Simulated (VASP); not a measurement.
Here is the system:

```
CELL_PARAMETERS angstrom
      0.00000     3.06297     3.06297
      3.06297     0.00000     3.06297
      3.06297     3.06297     0.00000
ATOMIC_POSITIONS crystal
  Cd 0.00000 0.00000 0.00000
  Se 0.25000 0.25000 0.25000
```

These are r2SCAN meta-GGA, VASP's PBE PAW potentials (set 64) (plane waves; VASP 6.6.1) values and carry that method's errors. Numerical set-up: 400 eV cut-off, 8×8×8 Γ-centred mesh, tetrahedra with Blöchl corrections, potentials Cd Se.

Problem. What does the run give for the energy per atom (σ→0), band gap (over mesh and band path) with the smallest direct gap where there is one?

Solution. 
```json
{
  "band gap (over mesh and band path)": "1.04 eV",
  "smallest direct gap (over mesh and band path)": "1.04 eV",
  "energy per atom (σ→0)": "-17.956 eV/atom"
}
```

The absolute energy has meaning only against runs of the same code, potentials and settings.

The compound is CdSe in the zinc blende structure, whereas wurtzite is the usual form. It was relaxed first.
